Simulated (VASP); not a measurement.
# Formation energies of nickel silicides

Wanted: formation energies of Ni3Si, Ni2Si, NiSi and NiSi2 on one footing.

Calculated with VASP 6.6.1; LDA, spin-polarised from a ferromagnetic start (one magnetic atom a cell); plane waves and PAW (Si, Ni), in the first sound run; inputs show where later runs differ.

The database entry behind the starting cell differs from later determinations by our own check (0.1 to 0.3 % short, probably kX units), so it need not match the best structure at ambient conditions.

### Step 1. Set-up

It takes space group Fm-3m (No. 225, cubic). The conventional cell has a = 5.395 Å, b = 5.395 Å, c = 5.395 Å, α = 90.00°, β = 90.00°, γ = 90.00°. Nearest to Si lie 4 Ni at 2.34 Å. Ni has 8 Si at 2.34 Å nearest. Farther neighbours are not listed.

Coordinates:

```
Si Ni
1.0
     0.00000    2.69750    2.69750
     2.69750    0.00000    2.69750
     2.69750    2.69750    0.00000
Si Ni
2 1
Direct
  0.25000 0.25000 0.25000
  0.75000 0.75000 0.75000
  0.00000 0.00000 0.00000
```

### Step 2. Relax the crystal, LDA

One member in full, NiSi2: cell and atoms relax.

This step took 2 runs in a row; the last is shown.

Level: LDA, spin-polarised from a ferromagnetic start (one magnetic atom a cell); plane waves and PAW (Si, Ni).

Contents of INCAR:

```
SYSTEM = Si2Ni
PREC = Accurate
ENCUT = 450
EDIFF = 1E-07
NELM = 120
ISMEAR = 1
SIGMA = 0.1
LREAL = .FALSE.
ALGO = Normal
GGA = CA
NBANDS = 17
ISPIN = 2
MAGMOM = 0 0 1
LASPH = .TRUE.
LMAXMIX = 4
LORBIT = 11
LWAVE = .FALSE.
LCHARG = .FALSE.
KPAR = 2
IBRION = 2
NSW = 40
ISIF = 3
EDIFFG = -0.01
POTIM = 0.4
```

Contents of POSCAR:

```
Si2Ni
1.0
    0.0000000000      2.6762409509      2.6762409509
    2.6762409509      0.0000000000      2.6762409509
    2.6762409509      2.6762409509      0.0000000000
Si Ni
2 1
Direct
    0.2500000000      0.2500000000      0.2500000000
    0.7500000000      0.7500000000      0.7500000000
    0.0000000000      0.0000000000      0.0000000000
```

Contents of KPOINTS:

```
Automatic mesh
0
Gamma
11 11 11
0 0 0
```

The projector-augmented-wave data sets are Si and Ni (LDA family, release 64).

The run is started by

```sh
$ mpirun -np 2 vasp_std
```

The program printed:

```text
[banner, memory and clock lines left out]
running    2 mpi-ranks, on    1 nodes
[...]
LDA part: xc-table for (Slater(with rela. corr.)+CA(PZ))
 , standard interpolation
 POSCAR, INCAR and KPOINTS ok, starting setup
[...]
entering main loop
       N       E                     dE             d eps       ncg     rms          rms(c)
DAV:   1     0.612439069254E+02    0.61244E+02   -0.67544E+03  3848   0.946E+02
DAV:   2    -0.182300521041E+02   -0.79474E+02   -0.72286E+02  4114   0.201E+02
DAV:   3    -0.217923398563E+02   -0.35623E+01   -0.35012E+01  4836   0.466E+01
DAV:   4    -0.218517626879E+02   -0.59423E-01   -0.59252E-01  4545   0.560E+00
[...]
DAV:  14    -0.198983298083E+02    0.91264E-06   -0.96082E-07  5207   0.222E-02    0.822E-03
DAV:  15    -0.198983294647E+02    0.34364E-06   -0.72520E-07  5346   0.173E-02    0.197E-03
DAV:  16    -0.198983294966E+02   -0.31952E-07   -0.10328E-07  2169   0.453E-03
   1 F= -.19898329E+02 E0= -.19897946E+02  d E =-.198983E+02  mag=     0.0000
[...]
reached required accuracy - stopping structural energy minimisation
```

Wall time 18 s (2 MPI ranks of Intel Xeon 6975P-C (Granite Rapids), shared host); peak memory 0.32 GiB.

The logs omit lines about the potential files and the build; timing stands in the text.

OUTCAR, selected parts (step 2):

```text
  Total       -0.0184415     -0.0184415     -0.0184415      0.0000000      0.0000000      0.0000000
  in kB       -0.7707282     -0.7707282     -0.7707282      0.0000000      0.0000000      0.0000000
  external PRESSURE =      -0.7707282 kB  Pullay stress =       0.0000000 kB

 POSITION                                       TOTAL-FORCE (eV/Angst)
 -----------------------------------------------------------------------------------
      1.33812      1.33812      1.33812         0.000000     -0.000000     -0.000000
      4.01436      4.01436      4.01436         0.000000     -0.000000      0.000000
      0.00000      0.00000      0.00000        -0.000000      0.000000     -0.000000
 -----------------------------------------------------------------------------------
    total drift:                               -0.000000     -0.000000      0.000000

  FREE ENERGIE OF THE ION-ELECTRON SYSTEM (eV)
  ---------------------------------------------------
  free  energy   TOTEN  =       -19.8983294966 eV

  energy  without entropy=      -19.8971777573  energy(sigma->0) =      -19.89794558

 reached required accuracy - stopping structural energy minimisation

 magnetization (x)
# of ion       s       p       d       tot
------------------------------------------
    1        0.000   0.000   0.000   0.000
    2        0.000   0.000   0.000   0.000
    3       -0.000  -0.000   0.000   0.000
--------------------------------------------------
tot          0.000   0.000   0.000   0.000

[... 3 further parts left out ...]
[key lines of the parts left out:]
E-fermi :  10.8266
```

This run gave:

```
energy(sigma→0) of the program : -19.8979 eV
stress, compression positive   : xx, yy, zz -0.08, -0.08, -0.08 GPa
volume                         : 38.336 Å³
ionic steps                    : 1
```

### Step 3. Density of states, LDA

Tetrahedra on a denser mesh give the density of states; the gap in the table is that of the relaxation mesh.

Level: LDA, spin-polarised from a ferromagnetic start (one magnetic atom a cell); plane waves and PAW (Si, Ni).

Contents of INCAR:

```
SYSTEM = Si2Ni
PREC = Accurate
ENCUT = 450
EDIFF = 1E-06
NELM = 100
ISMEAR = -5
SIGMA = 0.1
LREAL = .FALSE.
ALGO = Normal
GGA = CA
NBANDS = 24
ISPIN = 2
MAGMOM = 0 0 1
LASPH = .TRUE.
LMAXMIX = 4
LORBIT = 11
LWAVE = .FALSE.
LCHARG = .FALSE.
KPAR = 2
NEDOS = 2001
```

POSCAR is that of step 2.

Contents of KPOINTS:

```
Automatic mesh
0
Gamma
15 15 15
0 0 0
```

The run is started by

```sh
$ mpirun -np 2 vasp_std
```

The program printed:

```text
[... set-up lines as in an earlier step ...]
 entering main loop
       N       E                     dE             d eps       ncg     rms          rms(c)
DAV:   1     0.674554086892E+02    0.67455E+02   -0.61504E+03 11848   0.667E+02
DAV:   2    -0.166456972229E+02   -0.84101E+02   -0.74285E+02 12904   0.169E+02
DAV:   3    -0.217801380466E+02   -0.51344E+01   -0.50308E+01 14368   0.414E+01
DAV:   4    -0.218522557614E+02   -0.72118E-01   -0.72007E-01 13376   0.469E+00
[...]
DAV:  14    -0.198996004541E+02    0.75513E-05   -0.83583E-07  9832   0.196E-02    0.544E-03
DAV:  15    -0.198995980457E+02    0.24084E-05   -0.35336E-07  8384   0.617E-03    0.161E-03
DAV:  16    -0.198995981993E+02   -0.15360E-06   -0.16448E-07  7624   0.367E-03
   1 F= -.19899598E+02 E0= -.19899598E+02  d E =0.000000E+00  mag=     0.0000
 -----------------------------------------------------------------------------
|                                                                             |
|           W    W    AA    RRRRR   N    N  II  N    N   GGGG   !!!           |
|           W    W   A  A   R    R  NN   N  II  NN   N  G    G  !!!           |
|           W    W  A    A  R    R  N N  N  II  N N  N  G       !!!           |
|           W WW W  AAAAAA  RRRRR   N  N N  II  N  N N  G  GGG   !            |
|           WW  WW  A    A  R   R   N   NN  II  N   NN  G    G                |
|           W    W  A    A  R    R  N    N  II  N    N   GGGG   !!!           |
|                                                                             |
|     Tetrahedron method does not include variations of the Fermi             |
|     occupations, so forces and stress will be inaccurate. We suggest        |
|     using a different smearing scheme ISMEAR = 1 or 2 for metals in         |
|     relaxations.                                                            |
|                                                                             |
 -----------------------------------------------------------------------------
```

Wall time 54 s (2 MPI ranks); peak memory 0.45 GiB.

Parts of OUTCAR (step 3):

```text
  Total       -0.0566474     -0.0566474     -0.0566474     -0.0000000      0.0000000     -0.0000000
  in kB       -2.3674736     -2.3674736     -2.3674736     -0.0000000      0.0000000     -0.0000000
  external PRESSURE =      -2.3674736 kB  Pullay stress =       0.0000000 kB

 POSITION                                       TOTAL-FORCE (eV/Angst)
 -----------------------------------------------------------------------------------
      1.33812      1.33812      1.33812        -0.000000     -0.000000     -0.000000
      4.01436      4.01436      4.01436         0.000000      0.000000      0.000000
      0.00000      0.00000      0.00000        -0.000000      0.000000     -0.000000
 -----------------------------------------------------------------------------------
    total drift:                               -0.000000     -0.000000      0.000000

  FREE ENERGIE OF THE ION-ELECTRON SYSTEM (eV)
  ---------------------------------------------------
  free  energy   TOTEN  =       -19.8995981993 eV

  energy  without entropy=      -19.8995981993  energy(sigma->0) =      -19.89959820

 magnetization (x)
# of ion       s       p       d       tot
------------------------------------------
    1        0.000   0.000   0.000   0.000
    2        0.000   0.000   0.000   0.000
    3        0.000   0.000   0.000   0.000
--------------------------------------------------
tot          0.000   0.000   0.000   0.000

[... 1 part as in an earlier step ...]

[... 2 further parts left out ...]
[key lines of the parts left out:]
E-fermi :  10.8225
```

Numbers from this step:

| Item | Value |
| --- | --- |
| energy(sigma→0) of the program | -19.8996 eV |

The run ends at a pressure of -0.24 GPa.

### Step 4. Reference Ni, LDA

This step took 2 runs in a row; the last is shown.

Level: LDA, spin-polarised from a ferromagnetic start (one magnetic atom a cell); plane waves and PAW (Ni).

System, named by how it was started: Ni. It takes space group Fm-3m (No. 225, cubic). Conventional cell: a = 3.423 Å, b = 3.423 Å, c = 3.423 Å, α = 90.00°, β = 90.00°, γ = 90.00°. Ni has 12 Ni at 2.42 Å nearest.

Contents of INCAR:

```
SYSTEM = Ni
PREC = Accurate
ENCUT = 450
EDIFF = 1E-07
NELM = 120
ISMEAR = 1
SIGMA = 0.15
LREAL = .FALSE.
ALGO = Normal
GGA = CA
NBANDS = 12
ISPIN = 2
MAGMOM = 0.7
LASPH = .TRUE.
LMAXMIX = 4
LORBIT = 11
LWAVE = .FALSE.
LCHARG = .FALSE.
KPAR = 2
IBRION = 2
NSW = 40
ISIF = 3
EDIFFG = -0.005
POTIM = 0.4
```

Contents of POSCAR:

```
Ni
1.0
    0.0000000000      1.7115307479      1.7115307479
    1.7115307479      0.0000000000      1.7115307479
    1.7115307479      1.7115307479      0.0000000000
Ni
1
Direct
    0.0000000000      0.0000000000      0.0000000000
```

Contents of KPOINTS:

```
Automatic mesh
0
Gamma
20 20 20
0 0 0
```

PAW data sets: Ni (LDA family, release 64).

The run is started by

```sh
$ mpirun -np 2 vasp_std
```

The program printed:

```text
[banner, memory and clock lines left out]
running    2 mpi-ranks, on    1 nodes
[...]
LDA part: xc-table for (Slater(with rela. corr.)+CA(PZ))
 , standard interpolation
 POSCAR, INCAR and KPOINTS ok, starting setup
[...]
entering main loop
       N       E                     dE             d eps       ncg     rms          rms(c)
DAV:   1     0.271272051230E+02    0.27127E+02   -0.41372E+03 12868   0.988E+02
DAV:   2    -0.674529040412E+01   -0.33872E+02   -0.31886E+02 13184   0.164E+02
DAV:   3    -0.769164567094E+01   -0.94636E+00   -0.93983E+00 14040   0.305E+01
DAV:   4    -0.769866433948E+01   -0.70187E-02   -0.70166E-02 14300   0.236E+00
[...]
DAV:  12    -0.657892377961E+01   -0.20761E-05   -0.18637E-06 15516   0.117E-02    0.954E-03
DAV:  13    -0.657892405114E+01   -0.27154E-06   -0.84259E-07 15864   0.747E-03    0.302E-03
DAV:  14    -0.657892400362E+01    0.47525E-07   -0.12481E-08  7040   0.141E-03
   1 F= -.65789240E+01 E0= -.65787139E+01  d E =-.657892E+01  mag=     0.6044
[...]
DAV:   3    -0.657892893582E+01    0.40362E-04   -0.26059E-04 15568   0.217E-01    0.165E-02
DAV:   4    -0.657892558694E+01    0.33489E-05   -0.22230E-06 14416   0.100E-02    0.934E-03
DAV:   5    -0.657892511588E+01    0.47105E-06   -0.76779E-07 15796   0.510E-03    0.158E-03
DAV:   6    -0.657892513359E+01   -0.17711E-07   -0.15896E-08  6664   0.968E-04
   2 F= -.65789251E+01 E0= -.65787140E+01  d E =-.112998E-05  mag=     0.6043
 trial-energy change:   -0.000001  1 .order   -0.000001   -0.000008    0.000006
 step:   0.5589(harm=  0.5589)  dis= 0.00000  next Energy=    -6.578926 (dE=-0.210E-05)
[...]
N       E                     dE             d eps       ncg     rms          rms(c)
DAV:   1    -0.657895580186E+01   -0.30686E-04   -0.39869E-04 15620   0.292E-01    0.455E-02
DAV:   2    -0.657893490646E+01    0.20895E-04   -0.36732E-04 15788   0.243E-01    0.221E-02
DAV:   3    -0.657892705639E+01    0.78501E-05   -0.50705E-05 15524   0.956E-02    0.733E-03
DAV:   4    -0.657892641211E+01    0.64428E-06   -0.43731E-07 13696   0.445E-03    0.413E-03
DAV:   5    -0.657892632967E+01    0.82449E-07   -0.14580E-07  8372   0.226E-03
   3 F= -.65789263E+01 E0= -.65787157E+01  d E =-.232605E-05  mag=     0.6043
[...]
reached required accuracy - stopping structural energy minimisation
```

The job ended after 22 s (2 MPI ranks; peak memory 0.27 GiB).

OUTCAR, selected parts (step 4):

```text
  Total        0.0004021      0.0004021      0.0004021      0.0000000      0.0000000     -0.0000000
  in kB        0.0642738      0.0642738      0.0642738      0.0000000      0.0000000     -0.0000000
  external PRESSURE =       0.0642738 kB  Pullay stress =       0.0000000 kB

 POSITION                                       TOTAL-FORCE (eV/Angst)
 -----------------------------------------------------------------------------------
      0.00000      0.00000      0.00000         0.000000      0.000000      0.000000
 -----------------------------------------------------------------------------------
    total drift:                               -0.000000     -0.000000      0.000000

  FREE ENERGIE OF THE ION-ELECTRON SYSTEM (eV)
  ---------------------------------------------------
  free  energy   TOTEN  =        -6.5789263297 eV

  energy  without entropy=       -6.5782944804  energy(sigma->0) =       -6.57871571

 magnetization (x)
# of ion       s       p       d       tot
------------------------------------------
    1       -0.005  -0.019   0.628   0.604

[... 1 part as in an earlier step ...]

[... 3 further parts left out ...]
[key lines of the parts left out:]
E-fermi :  10.2501
```

This run gave:

```
energy(sigma→0) of the program : -6.5787 eV
stress, compression positive   : xx, yy, zz 0.01, 0.01, 0.01 GPa
volume                         : 10.022 Å³
ionic steps                    : 3
```

### Step 5. Reference Si, LDA

This step took 2 runs in a row; the last is shown.

Level: LDA; plane waves and PAW (Si).

System, named by how it was started: Si. It takes space group Fd-3m (No. 227, cubic). The conventional cell has a = 5.403 Å, b = 5.403 Å, c = 5.403 Å, α = 90.00°, β = 90.00°, γ = 90.00°. Nearest to Si lie 4 Si at 2.34 Å.

Contents of INCAR:

```
SYSTEM = Si
PREC = Accurate
ENCUT = 450
EDIFF = 1E-07
NELM = 120
ISMEAR = 0
SIGMA = 0.05
LREAL = .FALSE.
ALGO = Normal
GGA = CA
NBANDS = 10
LORBIT = 11
LWAVE = .FALSE.
LCHARG = .FALSE.
KPAR = 2
IBRION = 2
NSW = 40
ISIF = 3
EDIFFG = -0.005
POTIM = 0.4
```

Contents of POSCAR:

```
Si
1.0
    0.0000000000      2.7013966104      2.7013966104
    2.7013966104      0.0000000000      2.7013966104
    2.7013966104      2.7013966104      0.0000000000
Si
2
Direct
    0.0000000000      0.0000000000      0.0000000000
    0.2500000000      0.2500000000      0.2500000000
```

Contents of KPOINTS:

```
Automatic mesh
0
Gamma
13 13 13
0 0 0
```

Potentials, in the order of the species: Si (LDA family, release 64).

The run is started by

```sh
$ mpirun -np 2 vasp_std
```

The program printed:

```text
[banner, memory and clock lines left out]
running    2 mpi-ranks, on    1 nodes
[...]
LDA part: xc-table for (Slater(with rela. corr.)+CA(PZ))
 , standard interpolation
 POSCAR, INCAR and KPOINTS ok, starting setup
[...]
entering main loop
       N       E                     dE             d eps       ncg     rms          rms(c)
DAV:   1     0.388818503108E+01    0.38882E+01   -0.30307E+03  1680   0.553E+02
DAV:   2    -0.117059512737E+02   -0.15594E+02   -0.14938E+02  2416   0.805E+01
DAV:   3    -0.121869255193E+02   -0.48097E+00   -0.47951E+00  2038   0.124E+01
DAV:   4    -0.121908628610E+02   -0.39373E-02   -0.39368E-02  2074   0.143E+00
[...]
DAV:   9    -0.119197634664E+02    0.25004E-04   -0.21486E-04  2138   0.843E-02    0.616E-02
DAV:  10    -0.119197683898E+02   -0.49233E-05   -0.14058E-05  1960   0.237E-02    0.302E-02
DAV:  11    -0.119197683127E+02    0.77028E-07   -0.75459E-07  2030   0.510E-03
   1 F= -.11919768E+02 E0= -.11919768E+02  d E =-.119198E+02
[...]
reached required accuracy - stopping structural energy minimisation
```

Run time: 4.8 s. Hardware: 2 MPI ranks; peak memory 0.26 GiB.

OUTCAR, selected parts (step 5):

```text
   k-points           NKPTS =     84   k-points in BZ     NKDIM =     84   number of bands    NBANDS=     10

   ENCUT  =  450.0 eV  33.07 Ry    5.75 a.u.   6.61  6.61  6.61*2*pi/ulx,y,z

   NELECT =       8.0000    total number of electrons

 E-fermi :   6.1494

 k-point     1 :       0.0000    0.0000    0.0000
  band No.  band energies     occupation
      1      -6.1350      2.00000
      2       5.9283      2.00000
      3       5.9283      2.00000
      4       5.9283      2.00000
      5       8.4591      0.00000
      6       8.4591      0.00000
      7       8.4591      0.00000
      8       9.3152      0.00000
      9      13.6644      0.00000
    ...

  Total        0.0006229      0.0006229      0.0006229      0.0000000      0.0000000      0.0000000
  in kB        0.0253117      0.0253117      0.0253117      0.0000000      0.0000000      0.0000000
  external PRESSURE =       0.0253117 kB  Pullay stress =       0.0000000 kB

 POSITION                                       TOTAL-FORCE (eV/Angst)
 -----------------------------------------------------------------------------------
      0.00000      0.00000      0.00000        -0.000000     -0.000000     -0.000000
      1.35070      1.35070      1.35070         0.000000      0.000000      0.000000
 -----------------------------------------------------------------------------------
    total drift:                                0.000000      0.000000     -0.000000

  FREE ENERGIE OF THE ION-ELECTRON SYSTEM (eV)
  ---------------------------------------------------
  free  energy   TOTEN  =       -11.9197683127 eV

  energy  without entropy=      -11.9197683127  energy(sigma->0) =      -11.91976831

[... 1 part as in an earlier step ...]

[... 15 further parts left out ...]
```

Numbers from this step:

| Property | Result |
| --- | --- |
| energy(sigma→0) of the program | -11.9198 eV |
| stress, compression positive | xx, yy, zz 0.00, 0.00, 0.00 GPa |
| volume | 39.427 Å³ |
| ionic steps | 1 |

By hand, from the ends of the relaxations: [-19.8979 − 2 × (-5.9599) − 1 × (-6.5787)] / 3 = -0.466 eV/atom.

### Step 6. The table

LASPH is off in runs at LDA and on in runs at LDA; a level named twice has it in cells with d or f elements alone.

Notes on database entries: that of Fm-3m Si2Ni differs from later determinations by our own check (0.1 to 0.3 % short, probably kX units).

The other members went through these steps as far as the tables show, with one cutoff; 15 runs are not shown, of which 1 ended short or failed. The session took 2.9 core hours (wall time by ranks) on a shared machine.

Spin-polarised: Ni, SiNi3, SiNi2, SiNi and Si2Ni; all else ran without spin. No compound in the table ends with a moment.

| compound | space group | atoms | volume (Å³/atom) | formation energy (eV/atom) | gap on the mesh (eV) |
| --- | --- | --- | --- | --- | --- |
| Ni3Si | Pm-3m | 4 | 10.079 | -0.557 | 0.000 |
| Ni2Si | Pnma | 12 | 10.344 | -0.654 | 0.000 |
| NiSi | Pnma | 8 | 11.544 | -0.615 | 0.000 |
| NiSi2 | Fm-3m | 3 | 12.779 | -0.466 | 0.000 |
| Ni2Si | P6_3/mmc | 6 | 10.332 | -0.608 | 0.000 |

Height above the convex hull of these phases:

| compound | space group | share of Si | above the hull (meV/atom) |
| --- | --- | --- | --- |
| Ni3Si | Pm-3m | 0.250 | 0 |
| Ni2Si | Pnma | 0.333 | 0 |
| NiSi | Pnma | 0.500 | 0 |
| NiSi2 | Fm-3m | 0.667 | 0 |
| Ni2Si | P6_3/mmc | 0.333 | 46 |

### Step 7. Outcome

```json
{"Ni3Si (Pm-3m)": "-0.56 eV/atom", "Ni2Si (Pnma)": "-0.65 eV/atom", "NiSi (Pnma)": "-0.62 eV/atom", "NiSi2 (Fm-3m)": "-0.47 eV/atom", "Ni2Si (P6_3/mmc)": "-0.61 eV/atom"}
```

Ni2Si (Pnma) has the lowest formation energy per atom (-0.65 eV) and NiSi2 the highest (-0.47 eV). Among the phases in the table, Ni3Si, Ni2Si (Pnma), NiSi and NiSi2 lie on the hull; phases left out could lower it. Elements and compounds start from ASE's table, typed cells or database entries, forms which need not be the lowest. Static energies: no zero-point or thermal terms. The meshes of the relaxations leave a few meV per atom open.

[Lines on the potential files, build, host, timing and source positions are cut from VASP's logs without a mark.]

[Logs are printed without paths, hosts, clocks, repeated set-up lines and the standing remarks that a program may print on its own settings, such as how far it seeks lower states.]

[Hosts, paths, dates, database ids (printed as entryN), source tags and the programs' standing remarks are cut or masked in the printed files.]
